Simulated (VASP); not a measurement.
```yaml
crystal:
  lattice:
    - [0.00000, 2.83247, 2.83247]
    - [2.83247, 0.00000, 2.83247]
    - [2.83247, 2.83247, 0.00000]
  atoms:
    - { symbol: Ge, position: [0.00000, 0.00000, 0.00000] }
    - { symbol: Ge, position: [0.25000, 0.25000, 0.25000] }
```

Level of theory: r2SCAN meta-GGA, VASP's PBE PAW potentials (set 64) (plane waves; VASP 6.6.1). Run with 480 eV cut-off, 8×8×8 Γ-centred mesh, Gaussian smearing of 0.050 eV, potentials Ge_d.

Each relaxation starts from this cell; other phases were not tried.

### Question
The cell is relaxed at 20 GPa. What happens?

### Answer
The volume per atom goes from 22.72 to 19.02 Å³ (-16.3 %), and the cell becomes a = b = c = 5.339 Å, α = β = γ = 90.00°, space group Fd-3m. The gap on the mesh goes from 0.37 to 0.51 eV.

### Question
The cell is relaxed at 30 GPa. What happens?

### Answer
The volume per atom goes from 22.72 to 17.95 Å³ (-21.0 %), and the cell becomes a = 5.237 Å, b = 5.237 Å, c = 5.237 Å, α = 90.00°, β = 90.00°, γ = 90.00°, space group Fd-3m. The gap on the mesh goes from 0.37 to 0.40 eV.

Failed runs are left out, and for metals the shear rows, which the mesh's noise covers.

The compound is Ge in the diamond structure.
